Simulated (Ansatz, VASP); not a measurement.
## Si3N4 (amorphous silicon nitride) in two plane-wave programs

One calculation is typed for both programs; each brings its own data sets. How far apart do they land? The structure shown is the start of the Ansatz relaxation below; VASP solves that cell, so the two are compared at the walk's first step.

Calculated with Ansatz 0.2.0; plane waves, with VASP 6.6.1 beside it; single point at r2SCAN.

## Step 1: The starting structure

The cell holds 77 atoms: 33 Si and 44 N. Cell: a = 9.426 Å, b = 9.441 Å, c = 9.489 Å, α = 90.0°, β = 90.0°, γ = 90.0°. As first built, before any earlier steps moved the atoms (in the runner's words): 77 atoms (33 Si, 44 N) placed at random at 3.14 g/cm^3 and pushed apart to contact distance.

As a file:

```
Si N
1.0
     9.42551    0.00000    0.00000
     0.00000    9.44148    0.00000
     0.00000    0.00000    9.48908
Si N
33 44
Direct
  0.33224 0.01671 0.27943
  0.63228 0.25885 0.30673
  0.75738 0.05689 0.74690
  0.13525 0.04338 0.46161
  0.46931 0.61054 0.90341
  0.41952 0.21010 0.53255
  0.44661 0.34143 0.03612
  0.45932 0.55456 0.22137
  0.86974 0.72978 0.45291
  0.23708 0.29932 0.26669
  0.50539 0.85262 0.72283
  0.39108 0.84452 0.04649
  0.22763 0.68912 0.72964
  0.17512 0.53638 0.02342
  0.66655 0.13797 0.02308
  0.71943 0.64091 0.69692
  0.95488 0.83113 0.76347
  0.15296 0.05456 0.03745
  0.04724 0.81207 0.06342
  0.68723 0.00511 0.46926
  0.37937 0.08649 0.84461
  0.63449 0.80318 0.22110
  0.71694 0.55360 0.40663
  0.12029 0.02722 0.71383
  0.98108 0.47084 0.75408
  0.69429 0.36975 0.83242
  0.73297 0.82376 0.97440
  0.18706 0.71245 0.32320
  0.90817 0.10635 0.21446
  0.43587 0.56731 0.52639
  0.81367 0.28248 0.54733
  0.06872 0.49054 0.49238
  0.93740 0.31850 0.04024
  0.71847 0.23695 0.70305
  0.85670 0.74426 0.63822
  0.51895 0.36302 0.20573
  0.96006 0.37542 0.59505
  0.29243 0.42287 0.11162
  0.55961 0.13575 0.42442
  0.19059 0.10596 0.86863
  0.53686 0.44293 0.90367
  0.39095 0.71220 0.64821
  0.11588 0.56005 0.66555
  0.61735 0.59857 0.55501
  0.64503 0.94882 0.64067
  0.71373 0.99958 0.91930
  0.03309 0.43855 0.93822
  0.28448 0.15707 0.40677
  0.77267 0.28582 0.97376
  0.74089 0.37124 0.40181
  0.62667 0.62178 0.26463
  0.91286 0.77000 0.93553
  0.12671 0.40285 0.35137
  0.24893 0.14355 0.16115
  0.42416 0.38929 0.53113
  0.48950 0.17582 0.97319
  0.42791 0.91186 0.87771
  0.13321 0.84165 0.73564
  0.80094 0.50765 0.78589
  0.84222 0.11243 0.48162
  0.72636 0.13541 0.19788
  0.21109 0.90051 0.35903
  0.21555 0.88419 0.04972
  0.61545 0.72462 0.83073
  0.45934 0.67637 0.07316
  0.38879 0.09363 0.66813
  0.27982 0.61317 0.88736
  0.24188 0.33801 0.71497
  0.74629 0.86246 0.36453
  0.35175 0.62353 0.35888
  0.96201 0.08776 0.38924
  0.93444 0.01279 0.74608
  0.29094 0.34860 0.82059
  0.47302 0.91968 0.19864
  0.04189 0.67180 0.42559
  0.98834 0.99068 0.10379
  0.10982 0.65975 0.14899
```

## Step 2: Ansatz: relaxation, r2SCAN

Ansatz runs on its default PAW (the set named soft_2) files.

The two programs are compared at the cell with which this relaxation starts, whose forces are those of its first step.

File input.yaml:

```yaml
crystal:
  lattice:
    - [9.42551, 0.0, 0.0]
    - [0.0, 9.44148, 0.0]
    - [0.0, 0.0, 9.48908]
  atoms:
    - { symbol: Si, position: [0.33224, 0.01671, 0.27943] }
    - { symbol: Si, position: [0.63228, 0.25885, 0.30673] }
    - { symbol: Si, position: [0.75738, 0.05689, 0.7469] }
    - { symbol: Si, position: [0.13525, 0.04338, 0.46162] }
    - { symbol: Si, position: [0.46931, 0.61054, 0.90341] }
    - { symbol: Si, position: [0.41952, 0.21011, 0.53255] }
    - { symbol: Si, position: [0.44661, 0.34143, 0.03612] }
    - { symbol: Si, position: [0.45932, 0.55456, 0.22137] }
    - { symbol: Si, position: [0.86974, 0.72978, 0.45291] }
    - { symbol: Si, position: [0.23708, 0.29932, 0.26669] }
    - { symbol: Si, position: [0.50539, 0.85262, 0.72283] }
    - { symbol: Si, position: [0.39108, 0.84452, 0.04649] }
    - { symbol: Si, position: [0.22763, 0.68912, 0.72964] }
    - { symbol: Si, position: [0.17512, 0.53638, 0.02342] }
    - { symbol: Si, position: [0.66655, 0.13797, 0.02308] }
    - { symbol: Si, position: [0.71943, 0.64091, 0.69692] }
    - { symbol: Si, position: [0.95488, 0.83113, 0.76347] }
    - { symbol: Si, position: [0.15296, 0.05456, 0.03745] }
    - { symbol: Si, position: [0.04724, 0.81207, 0.06342] }
    - { symbol: Si, position: [0.68723, 0.00511, 0.46926] }
    - { symbol: Si, position: [0.37937, 0.08649, 0.84461] }
    - { symbol: Si, position: [0.63449, 0.80318, 0.2211] }
    - { symbol: Si, position: [0.71694, 0.5536, 0.40663] }
    - { symbol: Si, position: [0.12029, 0.02722, 0.71383] }
    - { symbol: Si, position: [0.98108, 0.47084, 0.75408] }
    - { symbol: Si, position: [0.69429, 0.36975, 0.83242] }
    - { symbol: Si, position: [0.73297, 0.82376, 0.9744] }
    - { symbol: Si, position: [0.18706, 0.71245, 0.3232] }
    - { symbol: Si, position: [0.90817, 0.10635, 0.21446] }
    - { symbol: Si, position: [0.43587, 0.5673, 0.52639] }
    - { symbol: Si, position: [0.81368, 0.28248, 0.54733] }
    - { symbol: Si, position: [0.06872, 0.49054, 0.49238] }
    - { symbol: Si, position: [0.9374, 0.3185, 0.04024] }
    - { symbol: "N", position: [0.71846, 0.23695, 0.70305] }
    - { symbol: "N", position: [0.8567, 0.74426, 0.63822] }
    - { symbol: "N", position: [0.51895, 0.36302, 0.20573] }
    - { symbol: "N", position: [0.96007, 0.37542, 0.59505] }
    - { symbol: "N", position: [0.29243, 0.42287, 0.11162] }
    - { symbol: "N", position: [0.55961, 0.13575, 0.42443] }
    - { symbol: "N", position: [0.19059, 0.10596, 0.86863] }
    - { symbol: "N", position: [0.53686, 0.44293, 0.90367] }
    - { symbol: "N", position: [0.39095, 0.7122, 0.64821] }
    - { symbol: "N", position: [0.11588, 0.56005, 0.66555] }
    - { symbol: "N", position: [0.61735, 0.59857, 0.55501] }
    - { symbol: "N", position: [0.64503, 0.94882, 0.64067] }
    - { symbol: "N", position: [0.71373, 0.99958, 0.9193] }
    - { symbol: "N", position: [0.03309, 0.43855, 0.93822] }
    - { symbol: "N", position: [0.28448, 0.15707, 0.40677] }
    - { symbol: "N", position: [0.77267, 0.28582, 0.97376] }
    - { symbol: "N", position: [0.74089, 0.37124, 0.40181] }
    - { symbol: "N", position: [0.62667, 0.62178, 0.26463] }
    - { symbol: "N", position: [0.91286, 0.77, 0.93553] }
    - { symbol: "N", position: [0.12671, 0.40285, 0.35137] }
    - { symbol: "N", position: [0.24893, 0.14355, 0.16115] }
    - { symbol: "N", position: [0.42416, 0.38929, 0.53113] }
    - { symbol: "N", position: [0.4895, 0.17582, 0.97319] }
    - { symbol: "N", position: [0.42791, 0.91186, 0.87771] }
    - { symbol: "N", position: [0.13321, 0.84165, 0.73563] }
    - { symbol: "N", position: [0.80094, 0.50765, 0.78589] }
    - { symbol: "N", position: [0.84223, 0.11243, 0.48162] }
    - { symbol: "N", position: [0.72636, 0.13541, 0.19788] }
    - { symbol: "N", position: [0.21109, 0.9005, 0.35903] }
    - { symbol: "N", position: [0.21555, 0.88419, 0.04972] }
    - { symbol: "N", position: [0.61545, 0.72462, 0.83073] }
    - { symbol: "N", position: [0.45934, 0.67637, 0.07316] }
    - { symbol: "N", position: [0.38879, 0.09363, 0.66813] }
    - { symbol: "N", position: [0.27981, 0.61317, 0.88736] }
    - { symbol: "N", position: [0.24188, 0.33801, 0.71497] }
    - { symbol: "N", position: [0.74629, 0.86246, 0.36454] }
    - { symbol: "N", position: [0.35175, 0.62353, 0.35888] }
    - { symbol: "N", position: [0.96201, 0.08776, 0.38924] }
    - { symbol: "N", position: [0.93444, 0.01279, 0.74608] }
    - { symbol: "N", position: [0.29094, 0.3486, 0.82059] }
    - { symbol: "N", position: [0.47303, 0.91968, 0.19864] }
    - { symbol: "N", position: [0.04189, 0.6718, 0.42559] }
    - { symbol: "N", position: [0.98834, 0.99068, 0.10379] }
    - { symbol: "N", position: [0.10982, 0.65975, 0.14899] }
kpoints:
  mp_grid: { grid: [1, 1, 1] }
hamiltonian:
  xc: r2scan
scf:
  occupations: { method: fixed }
output:
  forces: true
  stress: true
relax:
  f_tol: 0.04
  max_steps: 60
  cell: { stress_tol: 0.1, fix: [alpha, beta, gamma] }
```

Command:

```console
$ ansatz run input.yaml --threads 4 --pin off --max-ram 15360MiB --backend cpu --events-out ev --progress --plain --runs-dir out
```

Numbers of over 12 decimals in the logs are rounded to 6 here.

Log:

```text
The last accepted step is kept in <dir> (removed where the run ends without a failure and the disk answers)
Engine: ansatz 0.2.0, x86_64-unknown-linux-gnu
Pseudopotentials: kind: paw
Pseudopotential: Si, paw, valence charge 4, recommended cutoff 500 eV (meta_gga), Si.paw.azcp
Pseudopotential: N, paw, valence charge 5, recommended cutoff 500 eV (meta_gga), N.paw.azcp
Functional definition: r2SCAN
  parameter k0 = 0.174
  parameter k1 = 0.065
  parameter a1 = 4.9479
  exchange = r2scan_x(k0 = k0, k1 = k1, a1 = a1)
  correlation = r2scan_c
Crystal: 77 atoms, lattice volume = 844.440 Å³
Basis set: ecut = 500 eV, 21463 PW (Γ), exchange–correlation on 288×288×288 points (64 copies of the dense FFT grid, shifted against one another)
Bands: 253, of which v1, the nominal top of the filled ones, is band 176 counted from 1 (175 counted from 0)
Symmetry: 1 space group operations
Space group: P1 (ITA 1), of the structure as read, at distance tolerance 9.5e-5 Å
k-points: 1
Non-local potential: Si, projectors of the file, l = 0: 2, l = 1: 2, l = 2: 2
Non-local potential: N, projectors of the file, l = 0: 2, l = 1: 2, l = 2: 1
PAW form: soft (Blöchl's): semilocal exchange-correlation on the pseudo side does not see the compensation charge
PAW frozen core: Si, regenerated for the run's functional (the file was generated under x = pbe(κ = 0.804, μ = 0.219515), c = pbe(β = 0.066725))
PAW frozen core: N, regenerated for the run's functional (the file was generated under x = pbe(κ = 0.804, μ = 0.219515), c = pbe(β = 0.066725))
PAW one-centre angular grid: Si, 302 points (default); XC on 160 Gauss nodes
PAW one-centre angular grid: N, 302 points (default); XC on 160 Gauss nodes
Initial density: superposition of atomic densities (neutral atoms: chi_scale 0, normalization atom), corrected by the library's trained network
Initial wavefunctions: pseudopotential atomic-orbital guess
Functional: x = r2scan, c = r2scan; τ floored in thin density (d = 2e-4 eV/Å³)
SCF iter   1: F=—  HF=-38076.165888 eV  |F-HF|=—  |Δ(HF+E_count)|=         —  Δρ=9.93e-3  dr2=1.27e0  dr2_τ=7.84e0  ethr=1.77e-3  ⟨swp⟩=5.0  Hψ=950  notcnv=0  defer=75
preconditioner: auto → Resta (q_TF=auto, 2.358 Å⁻¹)  ε∞=3.8  [insulator: Δε(μ)=2.643 eV  Ē_g=14.245 eV  n_scr=178 (ndim 8)  ℏωp=24.0 eV  f_vac=0.020  ε∞_Penn≈3.8]
SCF iter   2: F=—  HF=-38078.126602 eV  |F-HF|=—  |Δ(HF+E_count)|=    1.96e0  Δρ=6.45e-3  dr2=3.10e-1  dr2_τ=1.36e-2  ethr=3.61e-4  ⟨swp⟩=3.0  Hψ=434  notcnv=0  defer=75
SCF iter   3: F=—  HF=-38078.090047 eV  |F-HF|=—  |Δ(HF+E_count)|=   3.66e-2  Δρ=2.34e-3  dr2=5.02e-2  dr2_τ=9.63e-3  ethr=8.80e-5  ⟨swp⟩=3.0  Hψ=365  notcnv=0  defer=49
automatic band count: iteration 3 solves 227 bands in place of 253: the levels show a gap, and the empty bands left out lie too high to hold charge; the band table lists the bands solved (type scf.n_extra_bands for more)
SCF iter   4: F=—  HF=-38078.084220 eV  |F-HF|=—  |Δ(HF+E_count)|=   5.83e-3  Δρ=1.02e-3  dr2=8.80e-3  dr2_τ=1.77e-3  ethr=1.42e-5  ⟨swp⟩=3.0  Hψ=364  notcnv=0  defer=49
SCF iter   5: F=—  HF=-38078.083399 eV  |F-HF|=—  |Δ(HF+E_count)|=   8.22e-4  Δρ=3.37e-4  dr2=8.24e-4  dr2_τ=1.60e-4  ethr=2.50e-6  ⟨swp⟩=2.0  Hψ=362  notcnv=0  defer=49
SCF iter   6: F=—  HF=-38078.083525 eV  |F-HF|=—  |Δ(HF+E_count)|=   1.26e-4  Δρ=1.25e-4  dr2=1.33e-4  dr2_τ=1.80e-5  ethr=2.34e-7  ⟨swp⟩=2.0  Hψ=361  notcnv=0  defer=49
SCF iter   7: F=—  HF=-38078.083648 eV  |F-HF|=—  |Δ(HF+E_count)|=   1.23e-4  Δρ=3.54e-5  dr2=1.12e-5  dr2_τ=1.34e-6  ethr=3.79e-8  ⟨swp⟩=2.0  Hψ=361  notcnv=0  defer=47
SCF iter   8: F=—  HF=-38078.084617 eV  |F-HF|=—  |Δ(HF+E_count)|=   9.69e-4  Δρ=1.35e-5  dr2=1.62e-6  dr2_τ=2.20e-7  ethr=3.17e-9  ⟨swp⟩=2.0  Hψ=371  notcnv=0  defer=42
SCF iter   9: F=-38078.084618 eV  HF=-38078.084618 eV  |F-HF|=4.59e-8  |Δ(HF+E_count)|=   7.92e-7  Δρ=3.20e-6  dr2=9.63e-8  dr2_τ=8.67e-9  ethr=2.84e-11  ⟨swp⟩=4.0  Hψ=913  notcnv=0
SCF 1 converged in 9 iterations: F = -38078.084618 eV  dr2 = 9.63e-8
  greatest PAW one-centre occupation: 0.865 electrons in one spin orbital (limit 2), on the N atom at site 67 (counted from 0), in its partial waves of l = 0
relax step   1: F+E_penalty+E_count = -38078.08461828 eV  Δ(F+E_penalty+E_count) = +0.000e0 eV  max|allowed force component| = 1.248e0 eV/Å  Δτ_max = 0.0000 Å  P = -5.200 GPa  Ω = 844.440 Å³  fix = [alpha, beta, gamma]  reactions: alpha +0.264, beta +1.443, gamma -1.451 GPa/rad  (9 SCF iters, dr2 threshold 1.00e-7 eV, accepted)
Crystal: 77 atoms, lattice volume = 833.526 Å³
Basis set: ecut = 500 eV, 21183 PW (Γ), exchange–correlation on 288×288×288 points (64 copies of the dense FFT grid, shifted against one another)
Initial density: handed on by an earlier stage of this run
Initial wavefunctions: those handed on with the density
iter 1 solved again at ethr=2.76e-5 eV; its pass at ethr=3.10e-3 eV (dr2=9.73e-2 eV) is discarded
[...]
atom  44  N      0.00270127     0.00288600    -0.00896945
  atom  45  N     -0.00005220     0.00410512    -0.00420993
  atom  46  N      0.00630490     0.00708081    -0.00259350
  atom  47  N      0.00017384     0.00462569    -0.00053423
  atom  48  N      0.01485877    -0.00057169    -0.00916908
  atom  49  N     -0.00191742    -0.01488207     0.01104800
  atom  50  N     -0.00012171     0.00510871     0.00336218
  atom  51  N     -0.00618228     0.00291300    -0.00237739
  atom  52  N     -0.00508059    -0.00270763     0.00315179
  atom  53  N      0.00810584    -0.00910142     0.01351892
  atom  54  N     -0.01091234    -0.00138676     0.01486726
  atom  55  N     -0.00983558     0.00560402     0.01990199
  atom  56  N     -0.00161985     0.00441176     0.00739191
  atom  57  N     -0.00136988    -0.00664681     0.00425899
  atom  58  N     -0.00264524     0.00216329    -0.00800790
  atom  59  N     -0.00620673     0.00092084     0.00025392
  atom  60  N     -0.01007167     0.00474920     0.01651982
  atom  61  N      0.00844651    -0.00094328     0.00057047
  atom  62  N     -0.00231971    -0.00106642     0.00160275
  atom  63  N     -0.00645827    -0.01244285    -0.00786206
  atom  64  N     -0.00756415    -0.00871505     0.00385975
  atom  65  N     -0.01337810    -0.01971954     0.00214956
  atom  66  N      0.02686607     0.01735071     0.01433091
  atom  67  N      0.00255720     0.00191844    -0.01205057
  atom  68  N      0.02906090     0.00621580     0.03715091
  atom  69  N     -0.00211404    -0.00267217    -0.01174368
  atom  70  N     -0.00125619    -0.00060919    -0.00679433
  atom  71  N      0.01665198    -0.00392858    -0.01378662
  atom  72  N      0.00863896     0.00570974    -0.00818814
  atom  73  N     -0.02096453    -0.01295650    -0.03422991
  atom  74  N      0.00299221    -0.00691689    -0.00656320
  atom  75  N     -0.00388374     0.00161271    -0.00148068
  atom  76  N      0.00409230     0.00675371     0.01298182
  atom  77  N     -0.00627865    -0.00454493     0.00384216
  max |Σ_I F_I| component: 1.67e-4 eV/Å
--- Stress (GPa, compression-positive) ---
        0.008443       1.474434      -1.409698
        1.474436      -0.009407      -0.114491
       -1.409694      -0.114485      -0.023037
  P = ⅓ Tr σ = -0.0080 GPa (-0.080 kbar)
--- Relaxed structure (6 steps of the walk, 5 accepted, 1 SCFs on fresh bases) ---
  F+E_penalty+E_count = -38078.42095481 eV   max|allowed force component| = 3.715e-2 eV/Å   (the final SCF, on the basis selected at the relaxed cell)
  cell:  # Å, volume = 825.1910 Å³
    - [9.361614, 0, 0]
    - [0, 9.363988, 0]
    - [0, 0, 9.413322]
  atoms:
    - { symbol: Si, position: [0.332904, 0.017251, 0.280074] }
    - { symbol: Si, position: [0.632846, 0.258975, 0.306326] }
    - { symbol: Si, position: [0.756559, 0.056771, 0.747264] }
    - { symbol: Si, position: [0.135785, 0.044458, 0.461602] }
    - { symbol: Si, position: [0.468783, 0.610202, 0.903485] }
    - { symbol: Si, position: [0.421025, 0.210383, 0.532636] }
    - { symbol: Si, position: [0.446705, 0.341159, 0.036627] }
    - { symbol: Si, position: [0.460238, 0.555033, 0.221161] }
    - { symbol: Si, position: [0.870981, 0.730165, 0.452782] }
    - { symbol: Si, position: [0.235925, 0.298572, 0.266989] }
    - { symbol: Si, position: [0.504940, 0.852924, 0.722416] }
    - { symbol: Si, position: [0.390875, 0.844427, 0.046669] }
    - { symbol: Si, position: [0.227223, 0.689216, 0.729354] }
    - { symbol: Si, position: [0.175270, 0.535848, 0.023810] }
    - { symbol: Si, position: [0.665892, 0.137482, 0.023432] }
    - { symbol: Si, position: [0.719706, 0.641445, 0.696798] }
    - { symbol: Si, position: [0.955008, 0.831537, 0.763413] }
    - { symbol: Si, position: [0.153038, 0.053345, 0.037289] }
    - { symbol: Si, position: [0.046975, 0.811758, 0.063851] }
    - { symbol: Si, position: [0.687824, 0.00478759, 0.469321] }
    - { symbol: Si, position: [0.379610, 0.086289, 0.844755] }
    - { symbol: Si, position: [0.635747, 0.803844, 0.221042] }
    - { symbol: Si, position: [0.717570, 0.553730, 0.406159] }
    - { symbol: Si, position: [0.119036, 0.027651, 0.714219] }
    - { symbol: Si, position: [0.980748, 0.470342, 0.754692] }
    - { symbol: Si, position: [0.693300, 0.369986, 0.831546] }
    - { symbol: Si, position: [0.733080, 0.823059, 0.974080] }
    - { symbol: Si, position: [0.187719, 0.712725, 0.323803] }
    - { symbol: Si, position: [0.908682, 0.107891, 0.213516] }
    - { symbol: Si, position: [0.436543, 0.568047, 0.526480] }
    - { symbol: Si, position: [0.814063, 0.281906, 0.547231] }
    - { symbol: Si, position: [0.068427, 0.490276, 0.493271] }
    - { symbol: Si, position: [0.934841, 0.319861, 0.040694] }
    - { symbol: N, position: [0.717593, 0.236760, 0.702648] }
    - { symbol: N, position: [0.856894, 0.744994, 0.638166] }
    - { symbol: N, position: [0.520365, 0.363801, 0.205189] }
    - { symbol: N, position: [0.959871, 0.374645, 0.596002] }
    - { symbol: N, position: [0.292184, 0.421562, 0.111557] }
    - { symbol: N, position: [0.560577, 0.135819, 0.424369] }
    - { symbol: N, position: [0.190834, 0.105454, 0.868756] }
    - { symbol: N, position: [0.535696, 0.442411, 0.902834] }
    - { symbol: N, position: [0.390306, 0.713027, 0.647448] }
    - { symbol: N, position: [0.115107, 0.560119, 0.666196] }
    - { symbol: N, position: [0.617979, 0.599295, 0.554698] }
    - { symbol: N, position: [0.645155, 0.948333, 0.640561] }
    - { symbol: N, position: [0.713149, 0.999174, 0.919564] }
    - { symbol: N, position: [0.032678, 0.438044, 0.939023] }
    - { symbol: N, position: [0.285496, 0.158021, 0.406968] }
    - { symbol: N, position: [0.771312, 0.286040, 0.973292] }
    - { symbol: N, position: [0.741361, 0.371160, 0.401834] }
    - { symbol: N, position: [0.627146, 0.622468, 0.264522] }
    - { symbol: N, position: [0.913035, 0.770091, 0.935269] }
    - { symbol: N, position: [0.125948, 0.401948, 0.352350] }
    - { symbol: N, position: [0.247553, 0.142635, 0.161716] }
    - { symbol: N, position: [0.425532, 0.389797, 0.531956] }
    - { symbol: N, position: [0.488757, 0.175345, 0.974067] }
    - { symbol: N, position: [0.427960, 0.911631, 0.877915] }
[...]
- { symbol: N, position: [0.352205, 0.623154, 0.358690] }
    - { symbol: N, position: [0.963493, 0.088551, 0.388150] }
    - { symbol: N, position: [0.933733, 0.013425, 0.747048] }
    - { symbol: N, position: [0.288901, 0.348457, 0.817953] }
    - { symbol: N, position: [0.473185, 0.919833, 0.198980] }
    - { symbol: N, position: [0.043123, 0.672334, 0.426666] }
    - { symbol: N, position: [0.988190, 0.990534, 0.103688] }
    - { symbol: N, position: [0.110131, 0.659569, 0.149512] }
```

Reading the cycles: dr2 is the Hartree energy of the density residual (eV), the measure of convergence; HF is the Harris–Foulkes estimate of the energy, which meets the free energy F at convergence.

[end of part 1 of 2]

[Lines on the potential files, build, host, timing and source positions are cut from VASP's logs without a mark.]

[Logs are printed without paths, hosts, clocks, repeated set-up lines and the standing remarks that a program may print on its own settings, such as how far it seeks lower states.]

[Hosts, paths, dates, database ids (printed as entryN), source tags and the programs' standing remarks are cut or masked in the printed files.]
